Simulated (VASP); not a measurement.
These are r2SCAN meta-GGA, VASP's PBE PAW potentials (set 64) (plane waves; VASP) values and carry that method's errors.

The input files of a VASP run:

File POSCAR:
```
S
1
   -0.0000000000     1.9966989655     1.9966989655
    1.9966989655    -0.0000000000     1.9966989655
    1.9966989655     1.9966989655     0.0000000000
S
1
Direct
  0.0000000000   0.0000000000   0.0000000000
```

File KPOINTS_OPT:
```
k-points along high-symmetry lines
10
Line-mode
Reciprocal
  0.000000   0.000000   0.000000 ! GAMMA
  0.500000   0.000000   0.500000 ! X

  0.500000   0.000000   0.500000 ! X
  0.625000   0.250000   0.625000 ! U

  0.375000   0.375000   0.750000 ! K
  0.000000   0.000000   0.000000 ! GAMMA

  0.000000   0.000000   0.000000 ! GAMMA
  0.500000   0.500000   0.500000 ! L

  0.500000   0.500000   0.500000 ! L
  0.500000   0.250000   0.750000 ! W

  0.500000   0.250000   0.750000 ! W
  0.500000   0.000000   0.500000 ! X
```

INCAR:
```
ISMEAR = -5   ! tetrahedra, Bloechl
ISIF = 2   ! forces and stress, cell fixed
LORBIT = 11   ! lm-projected
PREC = Accurate
LWAVE = F
EDIFF = 1E-7
LMIXTAU = T
LREAL = F
NEDOS = 601
ENCUT = 400   ! plane-wave cut-off (eV)
LASPH = T
ALGO = Normal   ! blocked Davidson
NELM = 100   ! most electronic steps
LCHARG = F
SYSTEM = S
METAGGA = R2SCAN
```

File KPOINTS:
```
Automatic mesh
0
G
 18 18 18
```

POTCAR, in this order: S (PBE.64 set). Program: vasp_std.

The run wrote:

**OSZICAR**
```
       N       E                     dE             d eps       ncg     rms          rms(c)
DAV:   1     0.177856361229E+01    0.17786E+01   -0.25749E+03  2779   0.590E+02
DAV:   2    -0.801814846255E+01   -0.97967E+01   -0.94715E+01  4004   0.753E+01
DAV:   3    -0.816033263395E+01   -0.14218E+00   -0.14131E+00  3304   0.985E+00
DAV:   4    -0.816061014625E+01   -0.27751E-03   -0.27664E-03  4634   0.467E-01
DAV:   5    -0.816061021922E+01   -0.72968E-07   -0.71009E-07  3332   0.514E-03    0.762E+00
DAV:   6    -0.635278576444E+01    0.18078E+01   -0.41048E-01  3150   0.555E+00    0.441E+00
DAV:   7    -0.734428716949E+01   -0.99150E+00   -0.33063E-01  3087   0.554E+00    0.103E+00
DAV:   8    -0.655373366579E+01    0.79055E+00   -0.24447E-01  3094   0.468E+00    0.862E-02
DAV:   9    -0.655921077945E+01   -0.54771E-02   -0.34421E-03  4004   0.630E-01    0.430E-02
DAV:  10    -0.655892070520E+01    0.29007E-03   -0.11100E-03  3360   0.402E-01    0.479E-02
DAV:  11    -0.655945269451E+01   -0.53199E-03   -0.19934E-04  3339   0.158E-01    0.132E-02
DAV:  12    -0.655953214205E+01   -0.79448E-04   -0.59235E-05  3647   0.844E-02    0.678E-03
DAV:  13    -0.655952410078E+01    0.80413E-05   -0.22424E-06  3899   0.174E-02    0.217E-03
DAV:  14    -0.655952390894E+01    0.19184E-06   -0.33006E-08  2828   0.220E-03    0.194E-03
DAV:  15    -0.655952560167E+01   -0.16927E-05   -0.13723E-07  3164   0.383E-03    0.860E-04
DAV:  16    -0.655952608630E+01   -0.48463E-06   -0.68413E-08  2037   0.254E-03    0.314E-04
DAV:  17    -0.655952584088E+01    0.24542E-06   -0.12124E-09  1904   0.490E-04    0.280E-04
DAV:  18    -0.655952592725E+01   -0.86375E-07    0.30565E-10  1673   0.172E-04
   1 F= -.65595259E+01 E0= -.65595259E+01  d E =0.000000E+00
       N       E                     dE             ncg
```

File OUTCAR:
```
------------------------ aborting loop because EDIFF is reached ----------------------------------------
  FORCE on cell =-STRESS in cart. coord.  units (eV):
  Direction    XX          YY          ZZ          XY          YZ          ZX
  --------------------------------------------------------------------------------------
  Total        0.0378479      0.0378479      0.0378479      0.0000000      0.0000000     -0.0000000
  in kB        3.8087636      3.8087636      3.8087636      0.0000000      0.0000000     -0.0000000
  external PRESSURE =       3.8087636 kB  Pullay stress =       0.0000000 kB
  volume of cell :       15.92
      direct lattice vectors                 reciprocal lattice vectors
     0.000000000  1.996698966  1.996698966    -0.250413311  0.250413311  0.250413311
     1.996698966  0.000000000  1.996698966     0.250413311 -0.250413311  0.250413311
     1.996698966  1.996698966  0.000000000     0.250413311  0.250413311 -0.250413311
 POSITION                                       TOTAL-FORCE (eV/Angst)
 -----------------------------------------------------------------------------------
      0.00000      0.00000      0.00000         0.000000      0.000000      0.000000
 -----------------------------------------------------------------------------------
    total drift:                                0.000000     -0.000000     -0.000000
  FREE ENERGIE OF THE ION-ELECTRON SYSTEM (eV)
  ---------------------------------------------------
  free  energy   TOTEN  =        -6.5595259273 eV

  energy  without entropy=       -6.5595259273  energy(sigma->0) =       -6.55952593

 total charge

# of ion       s       p       d       tot
------------------------------------------
    1        1.435   2.037   0.000   3.472
```
(Selected blocks of OUTCAR.)

OUTCAR:
```
 val. band max:        7.2606035109   @ k =   0.2222   0.1667   0.0000

 cond. band min:       7.1722563472   @ k =  -0.1667   0.1667   0.0000


 Fermi energy:         7.2435000714

 k-point     1 :       0.0000    0.0000    0.0000
  band No.  band energies     occupation
      1     -10.2094      2.00000
      2      10.5817      0.00000
      3      10.5818      0.00000
      4      10.5818      0.00000
      5      19.9293      0.00000
      6      19.9293      0.00000
      7      19.9293      0.00000

 k-point     2 :       0.0556    0.0000    0.0000
  band No.  band energies     occupation
      1     -10.1332      2.00000
      2      10.1502      0.00000
      3      10.5226      0.00000
      4      10.5226      0.00000
      5      19.8143      0.00000
      6      20.0656      0.00000
      7      20.0656      0.00000

 k-point     3 :       0.1111    0.0000    0.0000
  band No.  band energies     occupation
      1      -9.9060      2.00000
      2       9.0170      0.00000
      3      10.3614      0.00000
      4      10.3614      0.00000
      5      19.4730      0.00000
      6      20.4114      0.00000
      7      20.4114      0.00000

 k-point     4 :       0.1667    0.0000    0.0000
  band No.  band energies     occupation
      1      -9.5316      2.00000
      2       7.4840      0.62784
      3      10.1372      0.00000
      4      10.1372      0.00000
      5      19.0091      0.00000
      6      20.7482      0.00000
      7      20.7482      0.00000

 k-point     5 :       0.2222    0.0000    0.0000
  band No.  band energies     occupation
      1      -9.0182      2.00000
      2       5.7878      2.02739
      3       9.8922      0.00000
      4       9.8922      0.00000
      5      18.5442      0.00000
      6      20.7412      0.00000
      7      20.7412      0.00000

 k-point     6 :       0.2778    0.0000    0.0000
  band No.  band energies     occupation
      1      -8.3810      2.00000
...
```

For a metal the tetrahedron method with Blöchl corrections gives inexact stress and forces.

The structure was generated: S was put into the fcc type (Fm-3m), which need not be its known phase. It was relaxed first.
